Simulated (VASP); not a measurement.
Input:

```
CELL_PARAMETERS angstrom
      4.06675     0.00000     0.00000
      0.00000     4.06675     0.00000
      0.00000     0.00000     4.06675
ATOMIC_POSITIONS crystal
  K  0.00000 0.00000 0.00000
  Mg 0.50000 0.50000 0.50000
  F  0.50000 0.00000 0.50000
  F  0.00000 0.50000 0.50000
  F  0.50000 0.50000 0.00000
```

Method: revPBE GGA, VASP's PBE PAW potentials (set 64) (plane waves; VASP 6.6.1). Numerical set-up: 520 eV cut-off, 6×6×6 Γ-centred mesh, Gaussian smearing of 0.050 eV, potentials K_sv Mg F.

Task: Predict the energy per atom (σ→0), pressure, band gap (on the k-mesh) with the smallest direct gap where there is one.

Result: 
```
Property                                      Value
-----------------------------------  --------------
band gap (on the k-mesh)                    7.11 eV
smallest direct gap (on the k-mesh)         7.43 eV
energy per atom (σ→0)                -4651 meV/atom
pressure                                   2.01 GPa
```

The absolute energy has meaning only against runs of the same code, potentials and settings.

The compound is KMgF3 in the cubic perovskite structure. This cell is one point of a volume scan, at 0.97 of the reference volume.
